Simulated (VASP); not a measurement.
Wanted: the native input for a VASP 6.6.1 run.

```yaml
Task: single point
Functional: PBEsol
Dispersion: D3(BJ)
Potentials_or_basis: VASP PAW PBE potentials, release 64 (Na_pv, La)
Cutoff: 520 eV
k_mesh: 7 × 7 × 4
Occupations: methfessel-paxton, width 0.1 eV
Spin: no spin polarisation
Dipole_correction: no
Further_INCAR_settings: ALGO = Normal; EDIFF = 1e-06; NBANDS = 16
```

The structure of NaLa lies in POSCAR:

```
NaLa
1.0
    3.6885064182      0.0000000000      0.0000000000
   -1.8442526977      3.1943402822      0.0000000000
    0.0000000000      0.0000000000      6.6316713732
Na La
1 1
Direct
    0.0000000000      0.0000000000      0.0000000000
    0.3333333333      0.6666666667      0.5000000000
```

The cell comes from a database or a generator and needn't be the stable form of this composition.

These files were run (other wordings do the same):

INCAR

```
SYSTEM = NaLa
PREC = Accurate ; ENCUT = 520
EDIFF = 1E-6 ; ISMEAR = 1
SIGMA = 0.1 ; LREAL = .False.
LASPH = .True. ; NELM = 100
ALGO = Normal ; ISIF = 2
LWAVE = .False. ; LCHARG = .False.
GGA = PS ; IVDW = 12
NBANDS = 16
```

KPOINTS

```
Automatic mesh
0
Gamma
  7 7 4
  0 0 0
```

Potentials or basis: VASP PAW PBE potentials, release 64 (Na_pv, La).

The run is started by

```bash
$ cat potpaw_PBE.64/Na_pv/POTCAR potpaw_PBE.64/La/POTCAR > POTCAR
$ mpirun -np 1 vasp_std > vasp.out
```

It gave:

- Pressure: -3.4 GPa
- Band gap on the k mesh: none (metal or under the smearing width)
- Dispersion energy per atom: -0.285 eV

Caveat: the PAW data sets were made with another functional, which shifts forces and pressure a little; pairwise dispersion overbinds metals, which lowers pressure and volume.

It took 15 s on 1 thread of Intel(R) Xeon(R) 6975P-C (Granite Rapids), on a shared host, peak memory 0.21 GiB.
